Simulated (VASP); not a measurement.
# SiIH3: single point with PBE

The system is SiIH3, in a box.

```
Si I H
1.0
    13.00000    0.00000    0.00000
     0.00000   12.00000    0.00000
     0.00000    0.00000   12.00000
Si I H
1 1 3
Direct
  0.46388 0.48772 0.49923
  0.61771 0.40193 0.56947
  0.38372 0.48615 0.59314
  0.42114 0.42009 0.41126
  0.47944 0.60322 0.46024
```

The cell isn't the ideal one: atoms moved at random, drawn with an rms of 0.05 Å.

* Program: VASP 6.6.1
* Task: single point
* Functional: PBE
* Potentials or basis: VASP PAW PBE potentials, release 64 (Si, I, H)
* Cutoff: 520 eV
* k mesh: 1 × 1 × 1
* Occupations: gaussian, width 0.01 eV
* Spin: no spin polarisation
* Further INCAR settings: ALGO = Normal; EDIFF = 1e-07; NBANDS = 15

```
Largest force                   : 1.550 eV/Å
Gap between the frontier levels : 5.03 eV
```

Forces in eV/Å, atoms in the order of the input:
```
Si  -1.072  0.370  1.057
I    0.580 -0.190  0.163
H    0.507  0.118 -0.428
H   -0.197 -0.487 -0.754
H    0.182  0.189 -0.038
```

Levels at points of the mesh, in eV from the valence-band top:
```csv
k point,band 5,band 6,band 7,band 8,band 9,band 10
"(0.00, 0.00, 0.00)",-1.96,-0.06,0.00,5.03,5.90,6.31
```

It took 2.8 min on 1 thread of Intel(R) Xeon(R) Platinum 8488C (Sapphire Rapids) (shared host), peak memory 1.3 GiB.

Caveat: spin-orbit coupling is left out, which moves the levels of the heavy elements.
